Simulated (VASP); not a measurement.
Computed with PBE GGA, VASP's PBE PAW potentials (set 64) (plane waves; VASP).

VASP ran on this input.

### POSCAR
```
Ga
1
    2.2640671663    -3.8929112063     0.0000000000
    2.2640671663     3.8929112063     0.0000000000
    0.0000000000     0.0000000000     4.6400773754
Ga
4
Direct
  0.1557018483   0.8442981517   0.9181997463
  0.3442981517   0.6557018483   0.4181997463
  0.6557018483   0.3442981517   0.5818002537
  0.8442981517   0.1557018483   0.0818002537
```

**INCAR**
```
ALGO  =  Normal
EDIFF  =  1E-7
ENCUT  =  480
GGA  =  PE
ISIF  =  2
ISMEAR  =  1
LASPH  =  .True.
LCHARG  =  .False.
LMAXMIX  =  4
LREAL  =  .False.
LWAVE  =  .False.
NELM  =  100
PREC  =  Accurate
SIGMA  =  0.1
SYSTEM  =  Ga
```

KPOINTS:
```
kpoints
0
G
  8 8 6
0 0 0
```

POTCAR, in this order: Ga_d (PBE.64 set). Program: vasp_std.

The resulting files:

OSZICAR:
```
       N       E                     dE             d eps       ncg     rms          rms(c)
DAV:   1     0.345537486988E+03    0.34554E+03   -0.25177E+04  5231   0.298E+03
DAV:   2     0.278090141280E+02   -0.31773E+03   -0.31262E+03  5454   0.545E+02
DAV:   3    -0.105434063614E+02   -0.38352E+02   -0.37918E+02  5873   0.149E+02
DAV:   4    -0.116727787218E+02   -0.11294E+01   -0.11126E+01  5854   0.295E+01
DAV:   5    -0.116964649618E+02   -0.23686E-01   -0.23683E-01  6229   0.437E+00    0.237E+00
DAV:   6    -0.116259088535E+02    0.70556E-01   -0.19871E-01  6277   0.618E+00    0.131E+00
DAV:   7    -0.116135837078E+02    0.12325E-01   -0.57907E-02  6996   0.268E+00    0.301E-01
DAV:   8    -0.116127771493E+02    0.80656E-03   -0.13448E-02  5782   0.136E+00    0.466E-02
DAV:   9    -0.116129352580E+02   -0.15811E-03   -0.94912E-04  5938   0.339E-01    0.246E-02
DAV:  10    -0.116129487827E+02   -0.13525E-04   -0.21487E-04  6115   0.165E-01    0.536E-03
DAV:  11    -0.116129493967E+02   -0.61400E-06   -0.35776E-05  6040   0.742E-02    0.412E-03
DAV:  12    -0.116129492419E+02    0.15474E-06   -0.73026E-06  6133   0.303E-02    0.479E-04
DAV:  13    -0.116129493687E+02   -0.12675E-06   -0.81134E-07  6552   0.710E-03    0.450E-04
DAV:  14    -0.116129492898E+02    0.78906E-07   -0.41691E-08  3458   0.168E-03
   1 F= -.11612949E+02 E0= -.11612999E+02  d E =0.150594E-03
```

**OUTCAR**
```
------------------------ aborting loop because EDIFF is reached ----------------------------------------
  FORCE on cell =-STRESS in cart. coord.  units (eV):
  Direction    XX          YY          ZZ          XY          YZ          ZX
  --------------------------------------------------------------------------------------
  Total       -0.0890113     -0.1170204     -0.2396308      0.0000000      0.0000000      0.0000000
  in kB       -1.7435588     -2.2922042     -4.6939044      0.0000000      0.0000000      0.0000000
  external PRESSURE =      -2.9098891 kB  Pullay stress =       0.0000000 kB
  volume of cell :       81.79
      direct lattice vectors                 reciprocal lattice vectors
     2.264067166 -3.892911206  0.000000000     0.220841505 -0.128438583  0.000000000
     2.264067166  3.892911206  0.000000000     0.220841505  0.128438583  0.000000000
     0.000000000  0.000000000  4.640077375     0.000000000  0.000000000  0.215513648
 POSITION                                       TOTAL-FORCE (eV/Angst)
 -----------------------------------------------------------------------------------
      2.26407      2.68064      4.26052         0.000000     -0.005088     -0.000578
      2.26407      1.21227      1.94048         0.000000      0.005088     -0.000578
      2.26407     -1.21227      2.69960         0.000000     -0.005088      0.000578
      2.26407     -2.68064      0.37956         0.000000      0.005088      0.000578
 -----------------------------------------------------------------------------------
    total drift:                               -0.000000     -0.000000      0.000000
  FREE ENERGIE OF THE ION-ELECTRON SYSTEM (eV)
  ---------------------------------------------------
  free  energy   TOTEN  =       -11.6129492898 eV

  energy  without entropy=      -11.6130998835  energy(sigma->0) =      -11.61299949
```
(Selected blocks of OUTCAR.)

### OUTCAR
```
 val. band max:        4.7364531839   @ k =   0.1250   0.0000   0.1667

 cond. band min:       4.7423282824   @ k =   0.2500   0.2500   0.0000


 Fermi energy:         4.7387598679

 k-point     1 :       0.0000    0.0000    0.0000
  band No.  band energies     occupation
      1     -10.4320      2.00000
      2     -10.4171      2.00000
      3     -10.3840      2.00000
      4     -10.3745      2.00000
      5     -10.3691      2.00000
      6     -10.3381      2.00000
      7     -10.2844      2.00000
      8     -10.2410      2.00000
      9     -10.2080      2.00000
     10     -10.1950      2.00000
     11     -10.1919      2.00000
     12     -10.1894      2.00000
     13     -10.1718      2.00000
     14     -10.1459      2.00000
     15     -10.1187      2.00000
     16     -10.0722      2.00000
     17     -10.0274      2.00000
     18     -10.0265      2.00000
     19      -9.9939      2.00000
     20      -9.9288      2.00000
     21      -6.0731      2.00000
     22       0.3356      2.00000
     23       0.8980      2.00000
     24       3.0304      2.00000
     25       3.1342      2.00000
     26       3.9575      2.00000
     27       5.4938     -0.00000
     28       5.6766     -0.00000
     29       5.8700     -0.00000
     30       9.5634      0.00000
     31       9.8065      0.00000

 k-point     2 :       0.1250    0.0000    0.0000
  band No.  band energies     occupation
      1     -10.4334      2.00000
      2     -10.4111      2.00000
      3     -10.3892      2.00000
      4     -10.3805      2.00000
      5     -10.3583      2.00000
      6     -10.3340      2.00000
      7     -10.2880      2.00000
      8     -10.2700      2.00000
      9     -10.2159      2.00000
     10     -10.2129      2.00000
     11     -10.1699      2.00000
     12     -10.1696      2.00000
     13     -10.1655      2.00000
     14     -10.1429      2.00000
     15     -10.1124      2.00000
     16     -10.0636      2.00000
     17     -10.0331      2.00000
...
```

The compound is Ga in the alpha structure. This cell was strained or had an atom moved on purpose.
